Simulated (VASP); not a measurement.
Method: revTPSS meta-GGA, VASP's PBE PAW potentials (set 64) (plane waves; VASP).

VASP input:

File KPOINTS:
```
Automatic mesh
0
Gamma
5 5 7
0 0 0
```

### INCAR
```
# general
SYSTEM  = MgH2
PREC    = Accurate
ENCUT   = 520
LREAL   = F
LASPH   = T

# electronic loop
EDIFF   = 1E-6
NELM    = 100
ALGO    = Normal
LMIXTAU = T

# smearing
ISMEAR  = 0
SIGMA   = 0.05

# functional
METAGGA = RTPSS

# ions
IBRION  = 2
NSW     = 60
ISIF    = 3
EDIFFG  = -0.02

# output
LWAVE   = F
LCHARG  = F
```

File POSCAR:
```
MgH2
1
    4.4851654907     0.0000000000     0.0000000000
   -0.0000000000     4.4851654907     0.0000000000
    0.0000000000     0.0000000000     2.9959975163
Mg H
2 4
Direct
  0.0000000000   0.0000000000   0.0000000000
  0.5000000000   0.5000000000   0.5000000000
  0.3043043859   0.3043043859   0.0000000000
  0.8043043859   0.1956956141   0.5000000000
  0.1956956141   0.8043043859   0.5000000000
  0.6956956141   0.6956956141   0.0000000000
```

POTCAR, in this order: Mg H (PBE.64 set). Program: vasp_std.

The run wrote:

OSZICAR:
```
       N       E                     dE             d eps       ncg     rms          rms(c)
DAV:   1     0.135854829480E+02    0.13585E+02   -0.33369E+03   392   0.869E+02
DAV:   2    -0.184285405984E+02   -0.32014E+02   -0.30634E+02   624   0.157E+02
DAV:   3    -0.203324269170E+02   -0.19039E+01   -0.19039E+01   640   0.482E+01
DAV:   4    -0.203513250539E+02   -0.18898E-01   -0.18898E-01   696   0.525E+00
DAV:   5    -0.203513600876E+02   -0.35034E-04   -0.35034E-04   688   0.264E-01    0.579E+00
DAV:   6    -0.216023945265E+02   -0.12510E+01   -0.59929E+00   384   0.378E+01    0.389E+00
DAV:   7    -0.229977023672E+02   -0.13953E+01   -0.40728E+00   424   0.221E+01    0.217E+00
DAV:   8    -0.225664540410E+02    0.43125E+00   -0.59936E-01   416   0.789E+00    0.796E-01
DAV:   9    -0.233390252208E+02   -0.77257E+00   -0.19667E-01   416   0.619E+00    0.613E-01
DAV:  10    -0.223811295686E+02    0.95790E+00   -0.26666E-01   384   0.705E+00    0.195E-01
DAV:  11    -0.223154533875E+02    0.65676E-01   -0.87149E-02   384   0.509E+00    0.494E-02
DAV:  12    -0.223609085053E+02   -0.45455E-01   -0.46100E-02   384   0.344E+00    0.376E-02
DAV:  13    -0.223226686343E+02    0.38240E-01   -0.49287E-02   384   0.399E+00    0.312E-02
DAV:  14    -0.223236675240E+02   -0.99889E-03   -0.49281E-04   568   0.320E-01    0.351E-02
DAV:  15    -0.223154837068E+02    0.81838E-02   -0.16898E-03   384   0.884E-01    0.146E-02
DAV:  16    -0.223154706945E+02    0.13012E-04   -0.82022E-04   384   0.585E-01    0.121E-02
DAV:  17    -0.223155597789E+02   -0.89084E-04   -0.87631E-04   384   0.622E-01    0.745E-03
DAV:  18    -0.223156672175E+02   -0.10744E-03   -0.12615E-04   400   0.228E-01    0.567E-03
DAV:  19    -0.223156682867E+02   -0.10692E-05   -0.54238E-06   480   0.500E-02    0.401E-03
DAV:  20    -0.223156701572E+02   -0.18706E-05   -0.14535E-06   416   0.240E-02    0.422E-04
DAV:  21    -0.223156703368E+02   -0.17955E-06   -0.79979E-07   200   0.178E-02
   1 F= -.22315670E+02 E0= -.22315670E+02  d E =-.223157E+02
       N       E                     dE             d eps       ncg     rms          rms(c)
DAV:   1    -0.223169438208E+02   -0.12737E-02   -0.54295E-03   424   0.762E-01    0.443E-02
DAV:   2    -0.223169166232E+02    0.27198E-04   -0.26897E-04   384   0.187E-01    0.206E-02
DAV:   3    -0.223168446021E+02    0.72021E-04   -0.16941E-04   384   0.257E-01    0.667E-03
DAV:   4    -0.223168440473E+02    0.55472E-06   -0.10724E-05   400   0.489E-02    0.350E-03
DAV:   5    -0.223168423673E+02    0.16800E-05   -0.14021E-05   384   0.640E-02    0.236E-03
DAV:   6    -0.223168424769E+02   -0.10963E-06   -0.13844E-06   400   0.156E-02
   2 F= -.22316842E+02 E0= -.22316842E+02  d E =-.117214E-02
       N       E                     dE             d eps       ncg     rms          rms(c)
DAV:   1    -0.223175774800E+02   -0.73511E-03   -0.93282E-03   416   0.993E-01    0.584E-02
DAV:   2    -0.223175269551E+02    0.50525E-04   -0.47772E-04   384   0.256E-01    0.272E-02
DAV:   3    -0.223174000407E+02    0.12691E-03   -0.29489E-04   384   0.341E-01    0.865E-03
DAV:   4    -0.223174020744E+02   -0.20337E-05   -0.18580E-05   400   0.644E-02    0.461E-03
DAV:   5    -0.223173999307E+02    0.21437E-05   -0.23686E-05   400   0.832E-02    0.310E-03
DAV:   6    -0.223173998069E+02    0.12374E-06   -0.23139E-06   400   0.192E-02
   3 F= -.22317400E+02 E0= -.22317400E+02  d E =-.172947E-02
```

OUTCAR:
```
------------------------ aborting loop because EDIFF is reached ----------------------------------------
  FORCE on cell =-STRESS in cart. coord.  units (eV):
  Direction    XX          YY          ZZ          XY          YZ          ZX
  --------------------------------------------------------------------------------------
  Total       -0.0225666     -0.0225666      0.1142899      0.0000000      0.0000000      0.0000000
  in kB       -0.6078441     -0.6078441      3.0784691      0.0000000      0.0000000      0.0000000
  external PRESSURE =       0.6209270 kB  Pullay stress =       0.0000000 kB
  volume of cell :       59.48
      direct lattice vectors                 reciprocal lattice vectors
     4.461253078  0.000000000  0.000000000     0.224152269 -0.000000000  0.000000000
     0.000000000  4.461253078  0.000000000    -0.000000000  0.224152269  0.000000000
     0.000000000  0.000000000  2.988614320     0.000000000  0.000000000  0.334603228
 POSITION                                       TOTAL-FORCE (eV/Angst)
 -----------------------------------------------------------------------------------
      4.46125      0.00000      0.00000         0.000000      0.000000      0.000000
      2.23063      2.23063      1.49431         0.000000      0.000000      0.000000
      1.35675      1.35675      0.00000        -0.003743     -0.003743     -0.000000
      3.58737      0.87388      1.49431        -0.003743      0.003743      0.000000
      0.87388      3.58737      1.49431         0.003743     -0.003743     -0.000000
      3.10451      3.10451      0.00000         0.003743      0.003743      0.000000
 -----------------------------------------------------------------------------------
    total drift:                               -0.000000     -0.000000      0.000000
  FREE ENERGIE OF THE ION-ELECTRON SYSTEM (eV)
  ---------------------------------------------------
  free  energy   TOTEN  =       -22.3173998069 eV

  energy  without entropy=      -22.3173998069  energy(sigma->0) =      -22.31739981

 reached required accuracy - stopping structural energy minimisation
```
(Selected blocks of OUTCAR.)

CONTCAR:
```
MgH2
   1.00000000000000
     4.4612530777406141    0.0000000000000000    0.0000000000000000
     0.0000000000000000    4.4612530777406141    0.0000000000000000
     0.0000000000000000    0.0000000000000000    2.9886143203510818
  Mg              H
     2     4
Direct
     1.0000000000000000    0.0000000000000000    0.0000000000000000
     0.5000000000000000    0.5000000000000000    0.5000000000000000
     0.3041178902260051    0.3041178902260051    0.0000000000000000
     0.8041178902260051    0.1958821097739949    0.5000000000000000
     0.1958821097739949    0.8041178902260051    0.5000000000000000
     0.6958821097739949    0.6958821097739949    0.0000000000000000
```

The compound is MgH2 in the rutile structure. This run relaxes it. Symmetry was kept, so distortions that lower it aren't found. The start is the result of an earlier pass.
